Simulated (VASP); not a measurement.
# AlPt3C (P1) in VASP: further runs

The runs below take AlPt3C through single point, with PBE.

Everything below comes from runs of VASP 6.6.1. Logs are shortened: lines on timing, memory, paths and dates and some standing lists are left out, and cuts for length are marked.

## Step 1: The crystal as given

The typed cell holds 5 atoms: a = 4.185 Å, b = 4.185 Å, c = 4.185 Å, α = 90.00°, β = 90.00°, γ = 90.00°.

The cell comes from a database or a generator and needn't be the stable form of this composition.

## Step 2: Single point, PBE

INCAR reads:

```
ALGO = Normal
EDIFF = 1E-6
ENCUT = 520
GGA = PE
ISIF = 2
ISMEAR = -1
LASPH = True
LCHARG = False
LREAL = False
LWAVE = False
NBANDS = 26
NELM = 100
PREC = Accurate
SIGMA = 0.1
```

KPOINTS reads:

```
k-points
0
Gamma
  4 4 4
```

POSCAR reads:

```
AlPt3C
1.0
    4.1851500000      0.0000000000      0.0000000000
    0.0000000000      4.1851500000      0.0000000000
    0.0000000000      0.0000000000      4.1851500000
Al Pt C
1 3 1
Direct
   -0.0300498655     -0.0073491855     -0.0119286495
   -0.0049250554      0.4887594220      0.4751800949
    0.4914219193     -0.0131873728      0.5153296658
    0.5009903472      0.4957036080     -0.0011956922
    0.4862139195      0.4858154976      0.5032036173
```

Potentials or basis: VASP PAW PBE potentials, release 64 (Al, Pt, C).

Launch:

```sh
cat potpaw_PBE.64/Al/POTCAR potpaw_PBE.64/Pt/POTCAR potpaw_PBE.64/C/POTCAR > POTCAR
mpirun -np 1 vasp_std > vasp.out
```

OUTCAR:

```text
EDIFF = 1E-6
   ENCUT = 520
   GGA = PE
   ISIF = 2
   ISMEAR = -1
   LASPH = True
   LREAL = False
   NELM = 100
   PREC = Accurate

 ion  position               nearest neighbor table
   1  0.970  0.993  0.988-   3 2.82   4 2.86   4 2.88   2 2.91   2 2.94   3 2.95   3 2.98   2 2.99
                             2 3.01   4 3.04   4 3.06   3 3.10
   2  0.995  0.489  0.475-   5 2.06   5 2.13   4 2.87   4 2.91   1 2.91   1 2.94   3 2.95   3 2.96
                             3 2.97   3 2.98   1 2.99   1 3.01   4 3.01   4 3.05
   3  0.491  0.987  0.515-   5 2.09   5 2.10   1 2.82   4 2.88   4 2.94   1 2.95   2 2.95   2 2.96
                             2 2.97   1 2.98   2 2.98   4 2.98   4 3.03   1 3.10
   4  0.501  0.496  0.999-   5 2.08   5 2.11   1 2.86   2 2.87   1 2.88   3 2.88   2 2.91   3 2.94
                             3 2.98   2 3.01   3 3.03   1 3.04   2 3.05   1 3.06
   5  0.486  0.486  0.503-   2 2.06   4 2.08   3 2.09   3 2.10   4 2.11   2 2.13

  LATTYP: Found a simple cubic cell.
 ALAT       =     4.1851500000

  Lattice vectors:

 A1 = (   4.1851500000,   0.0000000000,   0.0000000000)
 A2 = (   0.0000000000,   4.1851500000,   0.0000000000)
 A3 = (   0.0000000000,   0.0000000000,   4.1851500000)

Analysis of symmetry for initial positions (statically):
=====================================================================
 Subroutine PRICEL returns:
 Original cell was already a primitive cell.

 Routine SETGRP: Setting up the symmetry group for a
 simple cubic supercell.

 Subroutine GETGRP returns: Found  1 space group operations
 (whereof  1 operations were pure point group operations)
 out of a pool of 48 trial point group operations.

The static configuration has the point symmetry C_1 .

Analysis of symmetry for dynamics (positions and initial velocities):
=====================================================================
 Subroutine PRICEL returns:
 Original cell was already a primitive cell.

 Routine SETGRP: Setting up the symmetry group for a
 simple cubic supercell.

 Subroutine GETGRP returns: Found  1 space group operations
 (whereof  1 operations were pure point group operations)
 out of a pool of 48 trial point group operations.

The dynamic configuration has the point symmetry C_1 .

 Subroutine INISYM returns: Found  1 space group operations
 (whereof  1 operations are pure point group operations),
 and found     1 'primitive' translations

----------------------------------------------------------------------------------------

                                     Primitive cell

  volume of cell :      73.3049

  direct lattice vectors                    reciprocal lattice vectors
     4.185150000  0.000000000  0.000000000     0.238940062  0.000000000  0.000000000
     0.000000000  4.185150000  0.000000000     0.000000000  0.238940062  0.000000000
     0.000000000  0.000000000  4.185150000     0.000000000  0.000000000  0.238940062

  length of vectors
     4.185150000  4.185150000  4.185150000     0.238940062  0.238940062  0.238940062

  position of ions in fractional coordinates (direct lattice)
     0.969950135  0.992650815  0.988071351
     0.995074945  0.488759422  0.475180095
     0.491421919  0.986812627  0.515329666
     0.500990347  0.495703608  0.998804308
     0.486213920  0.485815498  0.503203617

  ion indices of the primitive-cell ions
   primitive index   ion index
                 1           1
                 2           2
                 3           3
                 4           4
                 5           5

----------------------------------------------------------------------------------------

 KPOINTS: k-points

Automatic generation of k-mesh.
 Grid dimensions read from file:
 generate k-points for:    4    4    4

 Generating k-lattice:

  Cartesian coordinates                     Fractional coordinates (reciprocal lattice)
     0.059735015  0.000000000  0.000000000     0.250000000  0.000000000  0.000000000
     0.000000000  0.059735015  0.000000000     0.000000000  0.250000000  0.000000000
     0.000000000  0.000000000  0.059735015     0.000000000  0.000000000  0.250000000

  Length of vectors
     0.059735015  0.059735015  0.059735015

  Shift w.r.t. Gamma in fractional coordinates (k-lattice)
     0.000000000  0.000000000  0.000000000

 Subroutine IBZKPT returns following result:
 ===========================================

 Found     36 irreducible k-points:

 Following reciprocal coordinates:
            Coordinates               Weight
  0.000000  0.000000  0.000000      1.000000
  0.250000  0.000000  0.000000      2.000000
  0.000000  0.250000  0.000000      2.000000
  0.000000  0.000000  0.250000      2.000000
  0.500000  0.000000  0.000000      1.000000
  0.000000  0.500000  0.000000      1.000000
[... 16 lines left out ...]
  0.250000  0.250000  0.250000      2.000000
 -0.250000  0.250000  0.250000      2.000000
 [... further k-points ...]
   k-points           NKPTS =     36   k-points in BZ     NKDIM =     36   number of bands    NBANDS=     26
   number of dos      NEDOS =    301   number of ions     NIONS =      5
   total plane-waves  NPLWV =  32768
   dimension x,y,z NGX =    32 NGY =   32 NGZ =   32
   dimension x,y,z NGXF=    64 NGYF=   64 NGZF=   64
   ions per type =               1   3   1
   NGX,Y,Z   is equivalent  to a cutoff of  12.71, 12.71, 12.71 a.u.
   NGXF,Y,Z  is equivalent  to a cutoff of  25.42, 25.42, 25.42 a.u.
 SYSTEM =  unknown system
   PREC   = accura    normal or accurate (medium, high low for compatibility)
   ISTART =      0    job   : 0-new  1-cont  2-samecut
   ICHARG =      2    charge: 1-file 2-atom 10-const
   ISPIN  =      1    spin polarized calculation?
   LNONCOLLINEAR =      F non collinear calculations
   LSORBIT =      F    spin-orbit coupling
   LASPH  =      T    aspherical Exc in radial PAW
   ENCUT  =  520.0 eV  38.22 Ry    6.18 a.u.   7.78  7.78  7.78*2*pi/ulx,y,z
   NELM   =    100;   NELMIN=  2; NELMDL= -5     # of ELM steps
   EDIFF  = 0.1E-05   stopping-criterion for ELM
   LREAL  =      F    real-space projection
   EDIFFG = 0.1E-04   stopping-criterion for IOM
   NSW    =      0    number of steps for IOM
   IBRION =     -1    ionic relax: 0-MD 1-quasi-New 2-CG
   NFREE  =      0    steps in history (QN), initial steepest desc. (CG)
   ISIF   =      2    stress and relaxation
   ISYM   =      2    0-nonsym 1-usesym 2-fastsym
   POTIM  = 0.5000    time-step for ionic-motion
   TEBEG  =    0.0;   TEEND  =   0.0 temperature during run
   PSTRESS=    0.0 pullay stress
   NELECT =      37.0000    total number of electrons
   NUPDOWN=      -1.0000    fix difference up-down
   EMIN   =  10.00;   EMAX   =-10.00  energy-range for DOS
   EFERMI =   0.00;   METHOD = LEGACY
   ISMEAR =    -1;   SIGMA  =   0.10  broadening in eV -4-tet -1-fermi 0-gaus
   EFERMI_NEDOS =   21; number of points for ismear=-14 and -15
   IALGO  =     38    algorithm
   IMIX   =      4    mixing-type and parameters
     AMIX     =   0.40;   BMIX     =  1.00
     AMIX_MAG =   1.60;   BMIX_MAG =  1.00
  volume/ion in A,a.u.               =      14.66        98.94
  Fermi-wavevector in a.u.,A,eV,Ry     =   1.303460  2.463182 23.116407  1.699008
  Thomas-Fermi vector in A             =   2.434461
   LORBIT       =      0    0 simple, 1 ext, 2 COOP (PROOUT), +10 PAW based schemes
   GGA     = PE    functional components
   LHFCALC =     F    Hartree Fock is set to
   AEXX    =    0.0000 exact exchange contribution
   IVDW    =     0    specifies the selected vdW correction
   LEPSILON=     F    determine dielectric tensor
   LRPA    =     F    only Hartree local field effects (RPA)
 non-spin polarized calculation
  energy-cutoff  :      520.00
  volume of cell :       73.30
 maximum number of plane-waves:      2000
   NGX = 15   NGY = 15   NGZ = 15

 number of electron      37.0000000 magnetization

 Free energy of the ion-electron system (eV)
  ---------------------------------------------------
  ext. energy  EPLUGINS =         0.00000000
  ---------------------------------------------------
  free energy    TOTEN  =       -30.34414523 eV

  energy without entropy =      -30.26608939  energy(sigma->0) =      -30.30511731

 E-fermi :   9.8493     XC(G=0): -12.1624

 val. band max:        9.7182658450   @ k =   0.2500   0.2500   0.2500
 cond. band min:       9.8517015915   @ k =   0.2500   0.2500   0.0000
 fundamental gap:      0.1334357464
 Fermi energy:         9.8492688669

 k-point     1 :       0.0000    0.0000    0.0000
  band No.  band energies     occupation
      1      -5.2327      2.00000
      2       0.7575      2.00000
      3       3.8997      2.00000
      4       3.9483      2.00000
      5       3.9593      2.00000
      6       4.4113      2.00000
[... 18 lines left out ...]
     25      13.7121      0.00000
     26      16.2503      0.00000

 k-point     2 :       0.2500    0.0000    0.0000
  band No.  band energies     occupation
      1      -4.8279      2.00000
      2       1.1899      2.00000
      3       3.2210      2.00000
      4       3.8864      2.00000
      5       3.9523      2.00000
      6       4.1477      2.00000
[... 18 lines left out ...]
     25      15.8947      0.00000
     26      16.8784      0.00000

 k-point     3 :       0.0000    0.2500    0.0000
  band No.  band energies     occupation
      1      -4.8239      2.00000
      2       1.1935      2.00000
      3       3.2367      2.00000
      4       3.7910      2.00000
      5       3.9114      2.00000
      6       4.2108      2.00000
[... 18 lines left out ...]
     25      15.9022      0.00000
     26      16.8715      0.00000

 k-point     4 :       0.0000    0.0000    0.2500
  band No.  band energies     occupation
      1      -4.8232      2.00000
      2       1.1931      2.00000
      3       3.2036      2.00000
      4       3.9209      2.00000
      5       3.9540      2.00000
      6       4.1024      2.00000
[... 18 lines left out ...]
     25      15.9032      0.00000
     26      16.8811      0.00000
[... 496 lines left out ...]
      1      -3.2533      2.00000
      2       1.0794      2.00000
      3       1.0866      2.00000
      4       3.1163      2.00000
      5       3.2270      2.00000
      6       4.5304      2.00000
[... 18 lines left out ...]
     25      15.5730      0.00000
     26      16.1327      0.00000

 k-point    23 :       0.2500    0.2500    0.2500
  band No.  band energies     occupation
      1      -3.9770      2.00000
      2       1.8704      2.00000
      3       2.1526      2.00000
      4       2.4103      2.00000
      5       3.0125      2.00000
      6       4.4685      2.00000
[... 18 lines left out ...]
     25      15.3706      0.00000
     26      15.6861      0.00000

 k-point    24 :      -0.2500    0.2500    0.2500
  band No.  band energies     occupation
      1      -3.9799      2.00000
      2       1.9072      2.00000
      3       2.1904      2.00000
      4       2.3411      2.00000
      5       2.9761      2.00000
      6       4.4684      2.00000
[... 18 lines left out ...]
     25      15.3591      0.00000
     26      15.6792      0.00000

 [... further k-points ...]
[... 5 lines left out ...]
  --------------------------------------------------------------------------------------
  -------------------------------------------------------------------------------------
  Total       -0.4222552     -0.4662417     -0.1844298     -0.0132309     -0.1104014      0.2224505
  in kB       -9.2289542    -10.1903382     -4.0309609     -0.2891783     -2.4129713      4.8619552
  external PRESSURE =      -7.8167511 kB  Pullay stress =       0.0000000 kB

 VOLUME and BASIS-vectors are now :
 -----------------------------------------------------------------------------
  energy-cutoff  :      520.00
  volume of cell :       73.30
      direct lattice vectors                 reciprocal lattice vectors
     4.185150000  0.000000000  0.000000000     0.238940062  0.000000000  0.000000000
     0.000000000  4.185150000  0.000000000     0.000000000  0.238940062  0.000000000
     0.000000000  0.000000000  4.185150000     0.000000000  0.000000000  0.238940062

 POSITION                                       TOTAL-FORCE (eV/Angst)
 -----------------------------------------------------------------------------------
      4.05939      4.15439      4.13523        -0.027910     -0.018755      0.040459
      4.16454      2.04553      1.98870        -0.308089     -0.096284     -0.546107
      2.05667      4.12996      2.15673        -0.023118      0.061236      0.495494
      2.09672      2.07459      4.18015         0.235824      0.103569      0.109293
      2.03488      2.03321      2.10598         0.123293     -0.049766     -0.099139
 -----------------------------------------------------------------------------------
    total drift:                               -0.000193     -0.000064      0.000066

  FREE ENERGIE OF THE ION-ELECTRON SYSTEM (eV)
  ---------------------------------------------------
  free  energy   TOTEN  =       -30.3441452345 eV

  energy  without entropy=      -30.2660893929  energy(sigma->0) =      -30.30511731
```

Run time: 41 s. Hardware: 1 thread of Intel Xeon Platinum 8488C (Sapphire Rapids), shared host; peak memory 0.21 GiB.

Results:

| Item | Value |
| --- | --- |
| Free energy | -30.3441 eV |
| Pressure | -0.8 GPa |
| Largest force | 0.634 eV/Å |
| Band gap on the k mesh | none (metal or under the smearing width) |

Forces on the atoms (eV/Å):
```
Al  -0.028 -0.019  0.040
Pt  -0.308 -0.096 -0.546
Pt  -0.023  0.061  0.495
Pt   0.236  0.104  0.109
C    0.123 -0.050 -0.099
```

Caveat: the k mesh is coarse (spacing up to 0.38 Å⁻¹), so the values aren't converged. The run has no spin-orbit coupling, so splittings on Pt are missing.

## Step 3: Single point, PBE

INCAR reads:

```
SYSTEM = AlPt3C
ALGO = Normal
EDIFF = 1E-6
ENCUT = 520
GGA = PE
ISIF = 2
ISMEAR = -1
LASPH = .TRUE.
LCHARG = .TRUE.
LELF = .TRUE.
LREAL = .FALSE.
LVHAR = .TRUE.
LWAVE = .FALSE.
NBANDS = 26
NELM = 100
PREC = Accurate
SIGMA = 0.1
```

KPOINTS reads:

```
k-points
0
G
  4 4 4
  0 0 0
```

POSCAR reads:

```
AlPt3C
1.0
    4.1851500000      0.0000000000      0.0000000000
    0.0000000000      4.1851500000      0.0000000000
    0.0000000000      0.0000000000      4.1851500000
Al Pt C
1 3 1
Direct
   -0.0318119724     -0.0087727399     -0.0088248872
   -0.0245686060      0.4803652587      0.4345553686
    0.4877502010     -0.0089725656      0.5548809238
    0.5162344842      0.5038800592      0.0023741775
    0.4960487171      0.4832429817      0.4976036706
```

Potentials or basis: VASP PAW PBE potentials, release 64 (Al, Pt, C).

Launch:

```sh
cat potpaw_PBE.64/Al/POTCAR potpaw_PBE.64/Pt/POTCAR potpaw_PBE.64/C/POTCAR > POTCAR
mpirun -np 1 vasp_std > vasp.out
```

OUTCAR:

```text
SYSTEM = AlPt3C
   EDIFF = 1E-6
   ENCUT = 520
   GGA = PE
   ISIF = 2
   ISMEAR = -1
   LASPH = .TRUE.
   LREAL = .FALSE.
   NELM = 100
   PREC = Accurate

 ion  position               nearest neighbor table
   1  0.968  0.991  0.991-   3 2.72   2 2.76   4 2.78   2 2.83   3 2.84   4 2.86   4 3.07   3 3.10
                             2 3.10   4 3.14   2 3.16   3 3.21
   2  0.975  0.480  0.435-   5 2.02   5 2.19   4 2.64   1 2.76   1 2.83   4 2.90   3 2.93   3 3.00
                             3 3.01   4 3.06   3 3.07   1 3.10   1 3.16   4 3.28
[... 905 lines left out ...]
  -------------------------------------------------------------------------------------
  Total        0.3508189     -0.9033915      1.8929460     -0.0974449     -0.7594293      1.5556282
  in kB        7.6676175    -19.7448339     41.3728780     -2.1297893    -16.5983466     34.0003433
  external PRESSURE =       9.7652205 kB  Pullay stress =       0.0000000 kB

 VOLUME and BASIS-vectors are now :
 -----------------------------------------------------------------------------
  energy-cutoff  :      520.00
  volume of cell :       73.30
      direct lattice vectors                 reciprocal lattice vectors
     4.185150000  0.000000000  0.000000000     0.238940062  0.000000000  0.000000000
     0.000000000  4.185150000  0.000000000     0.000000000  0.238940062  0.000000000
     0.000000000  0.000000000  4.185150000     0.000000000  0.000000000  0.238940062

 POSITION                                       TOTAL-FORCE (eV/Angst)
 -----------------------------------------------------------------------------------
      4.05201      4.14843      4.14822         0.091498     -0.020299      0.037301
      4.08233      2.01040      1.81868         1.783104     -0.337688     -0.386726
      2.04131      4.14760      2.32226        -0.608857     -0.150052      0.858489
      2.16052      2.10881      0.00994        -0.452574      0.198323     -0.671038
      2.07604      2.02244      2.08255        -0.813171      0.309716      0.161975
 -----------------------------------------------------------------------------------
    total drift:                               -0.000289     -0.000099     -0.000121

  FREE ENERGIE OF THE ION-ELECTRON SYSTEM (eV)
  ---------------------------------------------------
  free  energy   TOTEN  =       -30.5197261455 eV

  energy  without entropy=      -30.4637016698  energy(sigma->0) =      -30.49171391
```

Wall time 44 s (1 thread of Intel Xeon Platinum 8488C (Sapphire Rapids), shared host); peak memory 0.21 GiB.

Results:

* Free energy: -30.5197 eV
* Pressure: 1.0 GPa
* Largest force: 1.856 eV/Å
* Band gap on the k mesh: none (metal or under the smearing width)

Forces on the atoms (eV/Å):
```
Al   0.091 -0.020  0.037
Pt   1.783 -0.338 -0.387
Pt  -0.609 -0.150  0.858
Pt  -0.453  0.198 -0.671
C   -0.813  0.310  0.162
```

Stress tensor (GPa, compression positive):
```
 0.77 -0.21  3.40
-0.21 -1.97 -1.66
 3.40 -1.66  4.14
```

Caveat: the k mesh is coarse (spacing up to 0.38 Å⁻¹), so the values aren't converged; forces of over 1 eV/Å show positions far from the minimum, so gaps and moduli don't describe the material at rest. Spin-orbit coupling is left out, which matters for the levels of Pt.

[end of part 1 of 2]
